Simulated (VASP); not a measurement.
Sb2Te4O, 14 atoms in the cell. It takes space group C2/m (No. 12, monoclinic). Conventional cell: a = 9.006 Å, b = 4.179 Å, c = 13.385 Å, α = 90.00°, β = 107.73°, γ = 90.00°. Around Sb (site symmetry m) lie 1 O at 1.98 Å. Around Te (site symmetry m) lie 2 Sb at 2.88 Å. Te (site symmetry m) is surrounded by 2 Te at 2.85 Å. O (site symmetry 2/m) has 2 Sb at 1.98 Å as nearest neighbours. The cell was built by a generator and needn't be a form met in nature.

| Item | Value |
| --- | --- |
| Program | VASP 6.6.1 |
| Task | single point |
| Functional | PBE |
| Potentials or basis | VASP PAW PBE potentials, release 64 (Sb, Te, O) |
| Cutoff | 520 eV |
| k mesh | 6 × 3 × 2 |
| Occupations | gaussian, width 0.15 eV |
| Spin | no spin polarisation |
| Further INCAR settings | PREC = Normal; LREAL = Auto; ALGO = Fast; EDIFF = 1e-05; NBANDS = 53 |

Potentials or basis: VASP PAW PBE potentials, release 64 (Sb, Te, O).

Launch:

```bash
$ cat potpaw_PBE.64/Sb/POTCAR potpaw_PBE.64/Te/POTCAR potpaw_PBE.64/O/POTCAR > POTCAR
$ mpirun -np 1 vasp_std > vasp.out
```

Hardware: 1 thread of Intel(R) Xeon(R) Platinum 8259CL CPU @ 2.50GHz (Skylake/Cascade Lake), on a shared host.

How long does it take, and how much memory?

Run time: 5.2 min on 1 thread of Intel(R) Xeon(R) Platinum 8259CL CPU @ 2.50GHz (Skylake/Cascade Lake) (shared host), peak memory 0.55 GiB. Counts: scf iterations 14, k points 20.
